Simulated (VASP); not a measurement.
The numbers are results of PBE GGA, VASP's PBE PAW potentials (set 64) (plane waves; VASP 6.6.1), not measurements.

VASP ran on this input.

**INCAR**
```
SYSTEM = RuS2
PREC = Accurate
ENCUT = 400
EDIFF = 1E-6
NELM = 100
ALGO = Normal
LREAL = .FALSE.
LASPH = .TRUE.
ISMEAR = 0
SIGMA = 0.05
GGA = PE
LMAXMIX = 4
LWAVE = .FALSE.
LCHARG = .FALSE.
IBRION = 2
ISIF = 3
NSW = 60
EDIFFG = -0.02
```

POSCAR:
```
RuS2
1.0
  5.6439925900   0.0000000000   0.0000000000
  0.0000000000   5.6439925900   0.0000000000
  0.0000000000   0.0000000000   5.6439925900
Ru S
4 8
Cart
  0.0000000000   2.8219962950   2.8219962950
  2.8219962950   0.0000000000   2.8219962950
  0.0000000000   0.0000000000   0.0000000000
  2.8219962950   2.8219962950   0.0000000000
  3.4588143516   5.0071745334   0.6368180566
  0.6368180566   3.4588143516   5.0071745334
  3.4588143516   3.4588143516   3.4588143516
  2.1851782384   2.1851782384   2.1851782384
  5.0071745334   0.6368180566   3.4588143516
  5.0071745334   2.1851782384   0.6368180566
  0.6368180566   5.0071745334   2.1851782384
  2.1851782384   0.6368180566   5.0071745334
```

KPOINTS:
```
Automatic mesh
0
Gamma
4 4 4
0 0 0
```

POTCAR, in this order: Ru_pv S (PBE.64 set). Program: vasp_std.

Q: What will the output report for the number of irreducible k-points (NKPTS), number of bands (NBANDS), largest plane-wave count, number of space-group operations, FFT grid (NGX, NGY, NGZ)?

A: 
The number of irreducible k-points (NKPTS) comes out as 11, the number of bands (NBANDS) comes out as 62 and the largest plane-wave count is 3294. The number of space-group operations is 24 and the FFT grid (NGX, NGY, NGZ) is 40 × 40 × 40.

The compound is RuS2 in the pyrite structure. This run relaxes it. Symmetry was kept, so distortions that lower it aren't found. The start is the result of an earlier pass.
